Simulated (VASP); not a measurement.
Al: single point with PBE

Al:

```
Al
1.0
     0.00000    2.02481    2.02481
     2.02481    0.00000    2.02481
     2.02481    2.02481    0.00000
Al
1
Direct
  0.00000 0.00000 0.00000
```

```yaml
Program: VASP 6.6.1
Task: single point
Functional: PBE
Potentials_or_basis: VASP PAW PBE potentials, release 64 (Al)
Cutoff: 250 eV
k_mesh: 12 × 12 × 12
Occupations: gaussian, width 0.1 eV
Spin: no spin polarisation
```

The band gap on the k mesh is none (metal or under the smearing width).

Levels at points of the mesh, in eV from the Fermi level:
| k point | band 1 | band 2 | band 3 | band 4 | band 5 |
| --- | --- | --- | --- | --- | --- |
| (0.00, 0.00, 0.00) | -10.97 | 12.76 | 12.76 | 12.76 | 14.16 |
| (0.50, 0.00, 0.00) | -4.45 | -4.25 | 11.47 | 11.47 | 11.61 |
| (0.50, 0.50, 0.00) | -2.79 | -1.47 | 5.41 | 5.69 | 5.69 |

It took 2.1 s on 1 thread of Intel(R) Xeon(R) Platinum 8488C (Sapphire Rapids), on a shared host, peak memory 0.1 GiB.
